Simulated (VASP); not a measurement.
Energy against volume of CuI (zinc blende). Level of theory: RPBE GGA, VASP's PBE PAW potentials (set 64) (plane waves; VASP 6.6.1). Numerical set-up: 520 eV cut-off, 7×7×7 Γ-centred mesh, Gaussian smearing of 0.050 eV, potentials Cu I.

| V (Å³/atom) | E (eV/atom) |
|---|---|
| 28.831 | -2.42856 |
| 29.722 | -2.43145 |
| 30.614 | -2.42915 |
| 31.506 | -2.42257 |

Q: Fit these four points and predict the energy of the run at 27.939 Å³/atom.

A: A cubic in V^(−2/3), the third-order Birch-Murnaghan form, passes through the four points with V0 = 29.74 Å³/atom and B0 = 31 GPa, and gives -2.4194 eV/atom there. The run gave -2.4194 eV/atom, -0.0 meV/atom from the fit; all five points give B0 = 31 GPa.

The compound is CuI in the zinc blende structure. It was relaxed first, which changed the volume by +7 %.
